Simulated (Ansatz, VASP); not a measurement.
## Cross-check of Si2Ni between VASP and Ansatz

Aim: how closely do two programs agree when they are given the same cell, functional and k mesh?

Calculated with Ansatz 0.2.0; plane waves, with VASP 6.6.1 beside it; relaxation of cell and atoms at PBE and relaxation of cell and atoms at r2SCAN.

## (1) Set-up

The structure is cubic, space group Fm-3m (No. 225). The conventional cell has a = 5.406 Å, b = 5.406 Å, c = 5.406 Å, α = 90.00°, β = 90.00°, γ = 90.00°. Nearest to Si lie 4 Ni at 2.34 Å. Nearest to Ni lie 8 Si at 2.34 Å. Farther neighbours are not listed.

As a file:

```xyz
3
Lattice="0.0000 2.7030 2.7030 2.7030 0.0000 2.7030 2.7030 2.7030 0.0000" Properties=species:S:1:pos:R:3 pbc="T T T"
Si    1.3515    1.3515    1.3515
Si    4.0545    4.0545    4.0545
Ni    0.0000    0.0000    0.0000
```

## (2) VASP: relaxation of cell and atoms, PBE

The relaxed volume is the usual yardstick between codes: its relative difference is about their pressure difference at one cell divided by the bulk modulus.

Lines of VASP's logs that name or quote its potential files are left out, and so is its time.

Contents of INCAR:

```
SYSTEM = Si2Ni
PREC = Accurate
ENCUT = 520
EDIFF = 1E-06
NELM = 100
ISMEAR = -1
SIGMA = 0.05
LREAL = .FALSE.
ALGO = Normal
GGA = PE
NBANDS = 17
ISPIN = 2
MAGMOM = 0 0 1
LASPH = .TRUE.
LMAXMIX = 4
LORBIT = 11
LWAVE = .FALSE.
LCHARG = .FALSE.
KPAR = 2
IBRION = 2
NSW = 60
ISIF = 3
EDIFFG = -0.01
```

Contents of POSCAR:

```
Si2Ni
1.0
    0.0000000000      2.7030000000      2.7030000000
    2.7030000000      0.0000000000      2.7030000000
    2.7030000000      2.7030000000      0.0000000000
Si Ni
2 1
Direct
    0.2500000000      0.2500000000      0.2500000000
    0.7500000000      0.7500000000      0.7500000000
    0.0000000000      0.0000000000      0.0000000000
```

Contents of KPOINTS:

```
Automatic mesh
0
Gamma
7 7 7
0 0 0
```

PAW data sets: Si and Ni (PBE family, release 64).

On the command line:

```sh
$ mpirun -np 2 vasp_std
```

Numbers of over 12 decimals in the logs are rounded to 6 here.

Log:

```text
[banner, memory and clock lines left out]
running    2 mpi-ranks, on    1 nodes
 distrk:  each k-point on    1 cores,    2 groups
 distr:  one band on    1 cores,    1 groups

 POSCAR found type information on POSCAR SiNi
 POSCAR found :  2 types and       3 ions
 LDA part: xc-table for (Slater+PW92), standard interpolation
 POSCAR, INCAR and KPOINTS ok, starting setup
 FFT: planning ... GRIDC
 FFT: planning ... GRID_SOFT
 FFT: planning ... GRID
 WAVECAR not read
 entering main loop
       N       E                     dE             d eps       ncg     rms          rms(c)
DAV:   1     0.681905220316E+02    0.68191E+02   -0.72876E+03  1360   0.105E+03
DAV:   2    -0.153033773447E+02   -0.83494E+02   -0.75692E+02  1499   0.213E+02
DAV:   3    -0.192108909539E+02   -0.39075E+01   -0.38126E+01  1721   0.501E+01
DAV:   4    -0.192785073281E+02   -0.67616E-01   -0.67316E-01  1600   0.583E+00
DAV:   5    -0.192800423874E+02   -0.15351E-02   -0.15349E-02  1694   0.963E-01    0.171E+01
DAV:   6    -0.241245405813E+02   -0.48445E+01   -0.36667E+01  1427   0.139E+02    0.249E+01
DAV:   7    -0.174988835129E+02    0.66257E+01   -0.11599E+01  1711   0.867E+01    0.360E+00
DAV:   8    -0.174198572857E+02    0.79026E-01   -0.14481E+00  1812   0.182E+01    0.257E+00
DAV:   9    -0.173786771269E+02    0.41180E-01   -0.20359E-01  1648   0.765E+00    0.547E-01
DAV:  10    -0.173784570879E+02    0.22004E-03   -0.57476E-03  1839   0.901E-01    0.341E-01
DAV:  11    -0.173784426095E+02    0.14478E-04   -0.77624E-04  1609   0.397E-01    0.156E-01
DAV:  12    -0.173784793826E+02   -0.36773E-04   -0.88776E-05  1583   0.768E-02    0.344E-02
DAV:  13    -0.173784909421E+02   -0.11559E-04   -0.89029E-06  1526   0.277E-02    0.136E-02
DAV:  14    -0.173784936063E+02   -0.26642E-05   -0.60856E-06  1467   0.337E-02    0.815E-03
DAV:  15    -0.173784934067E+02    0.19959E-06   -0.70795E-07  1186   0.834E-03
   1 F= -.17378493E+02 E0= -.17375037E+02  d E =-.173785E+02  mag=    -0.0000
 curvature:   0.00 expect dE= 0.000E+00 dE for cont linesearch  0.000E+00
 trial: gam= 0.00000 g(F)=  0.209E-47 g(S)=  0.250E-01 ort = 0.000E+00 (trialstep = 0.100E+01)
 search vector abs. value=  0.250E-01
 bond charge predicted
       N       E                     dE             d eps       ncg     rms          rms(c)
DAV:   1    -0.177216235021E+02   -0.34313E+00   -0.24475E+00  1404   0.300E+01    0.564E+00
DAV:   2    -0.185018320844E+02   -0.78021E+00   -0.48979E+00  1664   0.561E+01    0.975E+00
DAV:   3    -0.173969296710E+02    0.11049E+01   -0.26846E+00  1431   0.368E+01    0.140E+00
DAV:   4    -0.173847631743E+02    0.12166E-01   -0.57671E-02  1574   0.324E+00    0.635E-01
DAV:   5    -0.173810233643E+02    0.37398E-02   -0.36105E-03  2116   0.919E-01    0.171E-01
DAV:   6    -0.173808185674E+02    0.20480E-03   -0.39177E-04  2070   0.296E-01    0.425E-02
DAV:   7    -0.173808261369E+02   -0.75694E-05   -0.34406E-05  1605   0.428E-02    0.153E-02
DAV:   8    -0.173808265083E+02   -0.37141E-06   -0.11204E-06   892   0.116E-02
   2 F= -.17380827E+02 E0= -.17377145E+02  d E =-.233310E-02  mag=    -0.0000
 trial-energy change:   -0.002333  1 .order   -0.002277   -0.025000    0.020445
 step:   0.5519(harm=  0.5501)  dis= 0.00000  next Energy=   -17.385402 (dE=-0.691E-02)
 bond charge predicted
       N       E                     dE             d eps       ncg     rms          rms(c)
DAV:   1    -0.174543422262E+02   -0.73516E-01   -0.48737E-01  1408   0.132E+01    0.253E+00
DAV:   2    -0.176064749347E+02   -0.15213E+00   -0.10611E+00  1486   0.251E+01    0.412E+00
DAV:   3    -0.173866791405E+02    0.21980E+00   -0.46539E-01  1492   0.177E+01    0.351E-01
DAV:   4    -0.173859029398E+02    0.77620E-03   -0.12134E-02  1381   0.572E-01    0.220E-01
DAV:   5    -0.173853741893E+02    0.52875E-03   -0.69912E-04  1817   0.607E-01    0.451E-02
DAV:   6    -0.173853817896E+02   -0.76003E-05   -0.90039E-05  1807   0.756E-02    0.205E-02
DAV:   7    -0.173853836096E+02   -0.18200E-05   -0.49418E-06  1460   0.181E-02    0.464E-03
DAV:   8    -0.173853831734E+02    0.43616E-06   -0.22091E-07   714   0.745E-03
   3 F= -.17385383E+02 E0= -.17381846E+02  d E =-.688977E-02  mag=    -0.0000
 curvature:  -0.28 expect dE=-0.141E-07 dE for cont linesearch -0.141E-07
 trial: gam=-0.00143 g(F)=  0.351E-47 g(S)=  0.511E-07 ort = 0.357E-04 (trialstep = 0.910E+00)
 search vector abs. value=  0.100E-09
 reached required accuracy - stopping structural energy minimisation
```

OUTCAR, selected parts (step 2):

```text
ion  position               nearest neighbor table
   1  0.250  0.250  0.250-   3 2.34   3 2.34   3 2.34   3 2.34   2 2.70   2 2.70   2 2.70   2 2.70
                             2 2.70   2 2.70
   2  0.750  0.750  0.750-   3 2.34   3 2.34   3 2.34   3 2.34   1 2.70   1 2.70   1 2.70   1 2.70
                             1 2.70   1 2.70
   3  0.000  0.000  0.000-   2 2.34   1 2.34   2 2.34   1 2.34   2 2.34   2 2.34   1 2.34   1 2.34

  LATTYP: Found a face centered cubic cell.
 ALAT       =     5.4060000000

 Subroutine GETGRP returns: Found 48 space group operations
 (whereof 48 operations were pure point group operations)

The static configuration has the point symmetry O_h .

 Found     20 irreducible k-points:

   k-points           NKPTS =     20   k-points in BZ     NKDIM =     20   number of bands    NBANDS=     17

   dimension x,y,z NGX =    28 NGY =   28 NGZ =   28
   dimension x,y,z NGXF=    56 NGYF=   56 NGZF=   56

   ENCUT  =  520.0 eV  38.22 Ry    6.18 a.u.   7.11  7.11  7.11*2*pi/ulx,y,z

   NELECT =      18.0000    total number of electrons

 k-points in reciprocal lattice and weights: Automatic mesh
   0.00000000  0.00000000  0.00000000       0.003
   0.14285714  0.00000000  0.00000000       0.023
   0.28571429  0.00000000  0.00000000       0.023
   0.42857143  0.00000000  0.00000000       0.023
   0.14285714  0.14285714  0.00000000       0.017
   0.28571429  0.14285714  0.00000000       0.070
   0.42857143  0.14285714  0.00000000       0.070
  -0.42857143  0.14285714  0.00000000       0.070
  -0.28571429  0.14285714  0.00000000       0.070
[...]
-0.42857143  0.42857143  0.14285714       0.070
  -0.28571429  0.42857143  0.14285714       0.070

 average (electrostatic) potential at core
       1 -80.1610       2 -80.1610       3 -82.5403

 E-fermi :  10.0766

 spin component 1
 k-point     1 :       0.0000    0.0000    0.0000
  band No.  band energies     occupation
    ...
      3       5.0876      1.00000
      4       5.0876      1.00000
      5       6.7552      1.00000
      6       6.7552      1.00000
      7       9.7228      0.99916
      8      11.8396      0.00000
      9      11.8396      0.00000
     10      11.8396      0.00000
     11      12.4885      0.00000
     12      12.4885      0.00000
    ...

 k-point     2 :       0.1429    0.0000    0.0000
  band No.  band energies     occupation
    ...
      3       5.1789      1.00000
      4       5.1789      1.00000
      5       6.7075      1.00000
      6       6.7075      1.00000
      7       9.0662      1.00000
      8      10.7193      0.00000
      9      10.9023      0.00000
     10      10.9023      0.00000
     11      13.1352      0.00000
     12      13.1352      0.00000
    ...

 k-point     3 :       0.2857    0.0000    0.0000
  band No.  band energies     occupation
    ...
      5       6.6897      1.00000
      6       6.6897      1.00000
      7       7.4282      1.00000
      8       9.7998      0.99607
      9       9.7998      0.99607
     10      11.3459      0.00000
     11      12.4330      0.00000
     12      12.4330      0.00000
     13      13.3662      0.00000
     14      16.1505      0.00000
    ...

 k-point     4 :       0.4286    0.0000    0.0000
  band No.  band energies     occupation
    ...
      5       6.6373      1.00000
      6       6.8736      1.00000
      7       6.8736      1.00000
      8       8.9251      1.00000
      9       8.9251      1.00000
     10      11.8536      0.00000
     11      12.0110      0.00000
     12      12.0110      0.00000
     13      12.7601      0.00000
     14      18.5364      0.00000
    ...

 k-point     5 :       0.1429    0.1429    0.0000
  band No.  band energies     occupation
    ...
      5       6.5024      1.00000
      6       6.8262      1.00000
      7       9.7032      0.99943
      8       9.8037      0.99575
      9       9.8037      0.99575
     10      10.7696      0.00000
     11      12.9716      0.00000
     12      13.0542      0.00000
     13      14.8485      0.00000
     14      14.8485      0.00000
    ...

 k-point     6 :       0.2857    0.1429    0.0000
  band No.  band energies     occupation
    ...
      5       6.2361      1.00000
      6       6.8809      1.00000
      7       7.8055      1.00000
      8       8.9038      1.00000
      9       9.4242      1.00000
     10      10.5262      0.00012
     11      13.1976      0.00000
     12      13.6601      0.00000
     13      14.2304      0.00000
     14      14.9148      0.00000
    ...

  Total        0.0010290      0.0010290      0.0010290      0.0000000      0.0000000     -0.0000000
  in kB        0.0409517      0.0409517      0.0409517      0.0000000      0.0000000     -0.0000000
  external PRESSURE =       0.0409517 kB  Pullay stress =       0.0000000 kB

  energy-cutoff  :      520.00
  volume of cell :       40.26
      direct lattice vectors                 reciprocal lattice vectors
     0.000000000  2.720270072  2.720270072    -0.183805279  0.183805279  0.183805279
     2.720270072  0.000000000  2.720270072     0.183805279 -0.183805279  0.183805279
     2.720270072  2.720270072 -0.000000000     0.183805279  0.183805279 -0.183805279

 POSITION                                       TOTAL-FORCE (eV/Angst)
 -----------------------------------------------------------------------------------
      1.36014      1.36014      1.36014         0.000000     -0.000000      0.000000
      4.08041      4.08041      4.08041        -0.000000      0.000000     -0.000000
      0.00000      0.00000      0.00000         0.000000      0.000000     -0.000000
 -----------------------------------------------------------------------------------
    total drift:                               -0.000000     -0.000000      0.000000

  FREE ENERGIE OF THE ION-ELECTRON SYSTEM (eV)
  ---------------------------------------------------
  free  energy   TOTEN  =       -17.3853831734 eV

  energy  without entropy=      -17.3783087033  energy(sigma->0) =      -17.38184594

 reached required accuracy - stopping structural energy minimisation

 total charge
# of ion       s       p       d       tot
------------------------------------------
    1        0.741   0.834   0.000   1.574
    2        0.741   0.834   0.000   1.574
    3        0.548   0.776   8.435   9.759
--------------------------------------------------
tot          2.030   2.443   8.435  12.908

 magnetization (x)
# of ion       s       p       d       tot
------------------------------------------
    1        0.000   0.000   0.000   0.000
    2        0.000   0.000   0.000   0.000
    3       -0.000  -0.000  -0.000  -0.000
--------------------------------------------------
tot         -0.000   0.000  -0.000  -0.000

[... 2 further parts left out ...]
```

CONTCAR:

```
Si2Ni
   1.00000000000000
     0.0000000000000000    2.7202700716520387    2.7202700716520387
     2.7202700716520387    0.0000000000000000    2.7202700716520387
     2.7202700716520387    2.7202700716520387   -0.0000000000000000
  Si              Ni
     2     1
Direct
     0.2500000000000000    0.2500000000000000    0.2500000000000000
     0.7500000000000000    0.7500000000000000    0.7500000000000000
     0.0000000000000000    0.0000000000000000    0.0000000000000000
```

(Continued in part 2 of 2.)

[Lines on the potential files, build, host, timing and source positions are cut from VASP's logs without a mark.]

[Logs are printed without paths, hosts, clocks, repeated set-up lines and the standing remarks that a program may print on its own settings, such as how far it seeks lower states.]

[Hosts, paths, dates, database ids (printed as entryN), source tags and the programs' standing remarks are cut or masked in the printed files.]
